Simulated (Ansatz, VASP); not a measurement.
# Cu (S5(210) boundary in fcc Cu): VASP beside Ansatz

Aim: how closely do two programs agree when they are given the same cell, functional and k mesh? Of the first pair: The structure shown is the start of the Ansatz relaxation below; VASP solves that cell, so the two are compared at the walk's first step.

Calculated with Ansatz 0.2.0; plane waves, with VASP 6.6.1 beside it; single point at PBE.

## Step 1: Set-up

The cell holds 23 atoms: 23 Cu. Cell: a = 4.427 Å, b = 3.615 Å, c = 29.592 Å, α = 90.0°, β = 90.0°, γ = 65.9°. It derives from Cu. As first built, before any earlier steps moved the atoms (in the runner's words): plane [2, 1, 0]; removed 2; opened 0. Vacuum lies along c.

## Step 2: Ansatz: relaxation, PBE

Ansatz runs on its PAW soft_1 files.

The two programs are compared at the cell with which this relaxation starts, whose forces are those of its first step.

input.yaml

```yaml
crystal:
  lattice:
    - [4.4274037203, 0.0, 0.0]
    - [1.4758012401, 3.2999918941, 0.0]
    - [0.0, 0.0, 29.5915814808]
  atoms:
    - { symbol: Cu, position: [1.0e-10, 0.9999999999, 0.1689669747] }
    - { symbol: Cu, position: [0.6000000001, 0.6999999999, 0.1962831771] }
    - { symbol: Cu, position: [0.2000000001, 0.3999999999, 0.2235993796] }
    - { symbol: Cu, position: [0.8000000001, 0.0999999999, 0.250915582] }
    - { symbol: Cu, position: [0.4000000001, 0.7999999999, 0.2782317844] }
    - { symbol: Cu, position: [1.0e-10, 0.5, 0.3055479868] }
    - { symbol: Cu, position: [0.6000000001, 0.2, 0.3328641892] }
    - { symbol: Cu, position: [0.2, 0.9, 0.3601803916] }
    - { symbol: Cu, position: [0.8, 0.6, 0.3874965941] }
    - { symbol: Cu, position: [0.4, 0.3, 0.4148127965] }
    - { symbol: Cu, position: [0.0, 0.0, 0.4421289989] }
    - { symbol: Cu, position: [0.8, 0.6, 0.4967614037] }
    - { symbol: Cu, position: [0.2, 0.9, 0.5240776062] }
    - { symbol: Cu, position: [0.6000000001, 0.2, 0.5513938086] }
    - { symbol: Cu, position: [1.0e-10, 0.5, 0.578710011] }
    - { symbol: Cu, position: [0.4000000001, 0.7999999999, 0.6060262134] }
    - { symbol: Cu, position: [0.8000000001, 0.0999999999, 0.6333424158] }
    - { symbol: Cu, position: [0.2000000001, 0.3999999999, 0.6606586182] }
    - { symbol: Cu, position: [0.6000000001, 0.6999999999, 0.6879748207] }
    - { symbol: Cu, position: [1.0e-10, 0.9999999999, 0.7152910231] }
    - { symbol: Cu, position: [0.4000000002, 0.2999999999, 0.7426072255] }
    - { symbol: Cu, position: [0.8000000002, 0.5999999999, 0.7699234279] }
    - { symbol: Cu, position: [0.2000000002, 0.8999999999, 0.7972396303] }
kpoints:
  mp_grid: { grid: [7, 7, 1] }
hamiltonian:
  xc: pbe
  pseudopotentials: { kind: paw, azcp: { folder: soft_1 } }
scf:
  occupations: { method: fermi_dirac, width: 0.1 }
relax:
  f_tol: 0.03
  max_steps: 80
  constraints: [{ sites: [0, 1, 2, 3] }]
```

The run is started by

```sh
$ ansatz run input.yaml --threads 4 --pin off --max-ram 15360MiB --backend cpu --events-out ev --progress --plain --runs-dir out
```

Numbers of over 12 decimals in the logs are rounded to 6 here.

Output:

```text
Engine: ansatz 0.2.0, x86_64-unknown-linux-gnu
Pseudopotentials: kind: paw
Pseudopotential: Cu, paw, valence charge 19, recommended cutoff 420 eV (normal), soft_1/Cu.paw.azcp
Functional definition: PBE
  parameter kappa = 0.804
  parameter beta = 0.066725
  exchange = pbe_x(kappa = kappa, mu = beta*pi^2/3)
  correlation = pbe_c(beta = beta)
Crystal: 23 atoms, lattice volume = 432.345 Å³
Basis set: ecut = 420 eV, 8449 PW (Γ), exchange–correlation on 60×50×400 points (8 copies of the dense FFT grid, shifted against one another)
Bands: 263, of which v1, the nominal top of the filled ones, is band 219 counted from 1 (218 counted from 0)
Symmetry: 2 space group operations
Space group: Cm (ITA 8), of the structure as read, at distance tolerance 7.6e-5 Å
k-points: 16 of 49 (time reversal used)
Non-local potential: Cu, projectors of the file, l = 0: 3, l = 1: 2, l = 2: 3, l = 3: 1
PAW form: soft (Blöchl's): semilocal exchange-correlation on the pseudo side does not see the compensation charge
PAW one-centre angular grid: Cu, 590 points (default); XC on 64 Gauss nodes
Initial density: superposition of atomic densities (neutral atoms: chi_scale 0, normalization atom)
Initial wavefunctions: pseudopotential atomic-orbital guess
Functional: x = pbe(κ = 0.804, μ = 0.219515), c = pbe(β = 0.066725)
SCF iter   1: F=—  HF=-152394.262778 eV  |F-HF|=—  |Δ(HF+E_count)|=         —  Δρ=2.04e-1  dr2=1.09e2  ethr=3.10e-3  ⟨swp⟩=5.8  Hψ=15429  notcnv=0  defer=151
preconditioner: auto → LDOS  [metal: Δε(μ)=0.038 eV  Ē_g=8.081 eV  σ=0.100 eV  W_gap=0.09  n_scr=142 (ndim 8)  ℏωp=28.4 eV  f_vac=0.323  D(μ)=11.23/eV (n_scr^D=86)  β→1.0]
SCF iter   2: F=—  HF=-152524.970220 eV  |F-HF|=—  |Δ(HF+E_count)|=    1.31e2  Δρ=4.30e-1  dr2=4.62e2  ethr=3.10e-3  ⟨swp⟩=4.0  Hψ=12876  notcnv=0  defer=431  recentre
SCF iter   3: F=—  HF=-152376.259354 eV  |F-HF|=—  |Δ(HF+E_count)|=    1.49e2  Δρ=4.85e-2  dr2=6.62e0  ethr=3.10e-3  ⟨swp⟩=4.0  Hψ=11070  notcnv=0  defer=473
SCF iter   4: F=—  HF=-152375.177549 eV  |F-HF|=—  |Δ(HF+E_count)|=    1.08e0  Δρ=1.91e-2  dr2=9.11e-1  ethr=1.52e-3  ⟨swp⟩=2.2  Hψ=6974  notcnv=0  defer=465
SCF iter   5: F=—  HF=-152375.010798 eV  |F-HF|=—  |Δ(HF+E_count)|=   1.67e-1  Δρ=4.58e-3  dr2=5.86e-2  ethr=2.09e-4  ⟨swp⟩=2.0  Hψ=7213  notcnv=0  defer=467
SCF iter   6: F=—  HF=-152375.026450 eV  |F-HF|=—  |Δ(HF+E_count)|=   1.57e-2  Δρ=2.02e-3  dr2=1.48e-2  ethr=1.34e-5  ⟨swp⟩=2.0  Hψ=5920  notcnv=0  defer=467
SCF iter   7: F=—  HF=-152375.028304 eV  |F-HF|=—  |Δ(HF+E_count)|=   1.85e-3  Δρ=8.13e-4  dr2=2.83e-3  ethr=3.38e-6  ⟨swp⟩=2.0  Hψ=5802  notcnv=0  defer=467
SCF iter   8: F=—  HF=-152375.028861 eV  |F-HF|=—  |Δ(HF+E_count)|=   5.57e-4  Δρ=4.25e-4  dr2=8.31e-4  ethr=6.47e-7  ⟨swp⟩=2.0  Hψ=5851  notcnv=0  defer=467
SCF iter   9: F=—  HF=-152375.028819 eV  |F-HF|=—  |Δ(HF+E_count)|=   4.20e-5  Δρ=1.39e-4  dr2=1.30e-4  ethr=1.90e-7  ⟨swp⟩=2.0  Hψ=5399  notcnv=0  defer=467
SCF iter  10: F=-152375.028850 eV  HF=-152375.028844 eV  |F-HF|=6.57e-6  |Δ(HF+E_count)|=   2.46e-5  Δρ=6.20e-5  dr2=1.20e-5  ethr=5.15e-9  ⟨swp⟩=3.0  Hψ=15535  notcnv=0
SCF 1 converged in 10 iterations: F = -152375.028850 eV  dr2 = 1.20e-5
  greatest PAW one-centre occupation: 1.000 electrons in one spin orbital (limit 2), on the Cu atom at site 22 (counted from 0), in its partial waves of l = 0
relax step   1: F+E_penalty+E_count = -152375.02885039 eV  Δ(F+E_penalty+E_count) = +0.000e0 eV  max|allowed force component| = 5.270e-1 eV/Å  Δτ_max = 0.0000 Å  (10 SCF iters, dr2 threshold 2.25e-5 eV, accepted)
[...]
relax step   9: F+E_penalty+E_count = -152375.45916286 eV  Δ(F+E_penalty+E_count) = -2.440e-3 eV  max|allowed force component| = 7.946e-2 eV/Å  Δτ_max = 0.1951 Å  (12 SCF iters, accepted)
[...]
relax step  10: F+E_penalty+E_count = -152375.46014833 eV  Δ(F+E_penalty+E_count) = -9.855e-4 eV  max|allowed force component| = 4.484e-2 eV/Å  Δτ_max = 0.0156 Å  (6 SCF iters, dr2 threshold 6.31e-6 eV, accepted)
[...]
relax step  11: F+E_penalty+E_count = -152375.46034044 eV  Δ(F+E_penalty+E_count) = -1.921e-4 eV  max|allowed force component| = 1.170e-3 eV/Å  Δτ_max = 0.0071 Å  (7 SCF iters, accepted)
SCF converged after 7 iterations
Free energy (F): -152375.460340 eV
Harris-Foulkes:  -152375.460340 eV  (|F-HF|=3.84e-8)
Internal energy: -152375.207449 eV  (E = F + TS)
E sigma→0 (E₀):  -152375.333895 eV
Entropy (-TS):   -0.252891 eV (-10.995 meV/atom)
Fermi energy:    8.697390 eV
--- Per-component energies (eV) ---
  E_band       = -11733.968097
  E_kinetic    = 6010.664729
  E_local      = -820853.166262  (includes V_loc(G=0)·N_el)
  E_nonlocal   = 20498.442191
  E_hartree    = 400870.972720
  E_xc         = -1575.723695
  E_vxc        = -2033.754095  (∫ρ·V_xc dr)
  E_paw        = -41769.538538  (= ΣΔE_a)
  E_vpaw       = -17098.155445  (= ΣTr[D̂ρ^β])
  E_aug_tail   = 0.022836  (compensation charges beyond the density's cutoff)
  E_ewald      = 284443.118569
  E_smearing   = -0.252891  (= −TS)
  E_closure    = -0.000000  (closes the sum)
  Σ components = -152375.460340   (vs F -152375.460340, Δ=0.00e0)
--- Forces (eV/Å), atoms counted from 1 ---
  atom   1  Cu    -0.02632264     0.01177184     0.52967644
  atom   2  Cu     0.01806578    -0.00807926    -0.06439878
  atom   3  Cu     0.00426421    -0.00190701    -0.36767815
  atom   4  Cu     0.00124819    -0.00055821    -0.09573124
  atom   5  Cu    -0.00000083     0.00000037     0.00003222
  atom   6  Cu     0.00031544    -0.00014107     0.00029737
  atom   7  Cu    -0.00006385     0.00002855    -0.00049395
  atom   8  Cu     0.00054694    -0.00024460     0.00044373
  atom   9  Cu     0.00058551    -0.00026185     0.00071661
  atom  10  Cu     0.00054208    -0.00024242    -0.00116993
  atom  11  Cu     0.00067628    -0.00030244     0.00004779
  atom  12  Cu     0.00023817    -0.00010651     0.00000409
  atom  13  Cu    -0.00033655     0.00015051     0.00063794
  atom  14  Cu     0.00010607    -0.00004743    -0.00019705
  atom  15  Cu     0.00014568    -0.00006515    -0.00065370
  atom  16  Cu    -0.00004631     0.00002071    -0.00044132
  atom  17  Cu    -0.00008954     0.00004004     0.00077719
  atom  18  Cu     0.00004722    -0.00002112    -0.00043871
  atom  19  Cu    -0.00007583     0.00003391    -0.00073253
  atom  20  Cu    -0.00004533     0.00002027    -0.00030046
  atom  21  Cu     0.00001467    -0.00000656    -0.00014534
  atom  22  Cu    -0.00002367     0.00001059     0.00007895
  atom  23  Cu     0.00005245    -0.00002346    -0.00017404
  max |Σ_I F_I| component: 1.57e-4 eV/Å
--- Relaxed structure (11 steps of the walk, 11 accepted, 0 SCFs on fresh bases) ---
  F+E_penalty+E_count = -152375.46034044 eV   max|allowed force component| = 1.170e-3 eV/Å
  atoms:
    - { symbol: Cu, position: [9.999989725173464e-11, 1.000000, 0.1689669747] }
    - { symbol: Cu, position: [0.6000000001, 0.700000, 0.1962831771] }
    - { symbol: Cu, position: [0.2000000001, 0.400000, 0.223599] }
    - { symbol: Cu, position: [0.800000, 0.100000, 0.250916] }
    - { symbol: Cu, position: [0.401937, 0.799031, 0.278726] }
    - { symbol: Cu, position: [0.00242565, 0.498787, 0.306330] }
    - { symbol: Cu, position: [0.604649, 0.197676, 0.333928] }
    - { symbol: Cu, position: [0.208579, 0.895710, 0.360396] }
    - { symbol: Cu, position: [0.799271, 0.600365, 0.389078] }
    - { symbol: Cu, position: [0.407310, 0.296345, 0.419567] }
    - { symbol: Cu, position: [0.00990535, -0.00495268, 0.438501] }
    - { symbol: Cu, position: [0.624660, 0.687670, 0.477346] }
    - { symbol: Cu, position: [0.010375, 0.994813, 0.516173] }
    - { symbol: Cu, position: [0.407636, 0.296182, 0.535172] }
    - { symbol: Cu, position: [-0.200484, 0.600242, 0.565563] }
    - { symbol: Cu, position: [0.208480, 0.895760, 0.594306] }
    - { symbol: Cu, position: [0.604549, 0.197726, 0.620666] }
    - { symbol: Cu, position: [0.00306387, 0.498468, 0.648471] }
    - { symbol: Cu, position: [0.400696, 0.799652, 0.675981] }
    - { symbol: Cu, position: [-0.201342, 1.100671, 0.703077] }
    - { symbol: Cu, position: [0.205444, 0.397278, 0.732439] }
    - { symbol: Cu, position: [0.601145, 0.699427, 0.758278] }
    - { symbol: Cu, position: [-0.00328891, 1.001644, 0.781642] }
```

[end of part 1 of 3]

[Lines on the potential files, build, host, timing and source positions are cut from VASP's logs without a mark.]

[Logs are printed without paths, hosts, clocks, repeated set-up lines and the standing remarks that a program may print on its own settings, such as how far it seeks lower states.]

[Hosts, paths, dates, database ids (printed as entryN), source tags and the programs' standing remarks are cut or masked in the printed files.]
